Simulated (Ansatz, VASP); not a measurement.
Two plane-wave programs on CsLi3P2

```xyz
6
Lattice="4.0449 2.3353 3.0376 -4.0449 2.3353 3.0376 0.0000 -4.6707 3.0376" Properties=species:S:1:pos:R:3 pbc="T T T"
Cs    0.0000    0.0000    4.5564
Li    0.0000   -2.3353    1.5188
Li    2.0225    1.1677    1.5188
Li   -2.0225    1.1677    1.5188
P     0.0000    0.0000    1.1490
P     0.0000    0.0000    7.9637
```

Alike in both runs: functional PBE; k mesh 6 × 6 × 6; occupations gaussian, width 0.02 eV; no spin polarisation.

Ansatz relaxed the structure, and its values are those at the end. VASP's run is a single point on that final structure, the one shown.

```csv
,VASP,Ansatz
version,VASP 6.6.1,Ansatz 0.2.0
potentials or method,"VASP PAW PBE potentials, release 64 (Cs_sv, Li_sv, P)","scalar-relativistic, plane waves, PAW"
plane-wave cutoff (eV),520,420
valence electrons in the cell,28,28
```

```tsv
	VASP	Ansatz	Ansatz less VASP
gap on the k mesh at the Fermi level (eV)	0.82	0.83	+0.005
least direct gap on the mesh (eV)	0.89	0.89	+0.003
rms of the force components (eV/Å)	0.014	0.000	-0.0140
```

Caveats: spin-orbit coupling is left out, which moves the levels of the heavy elements. A k mesh can miss the band edges.
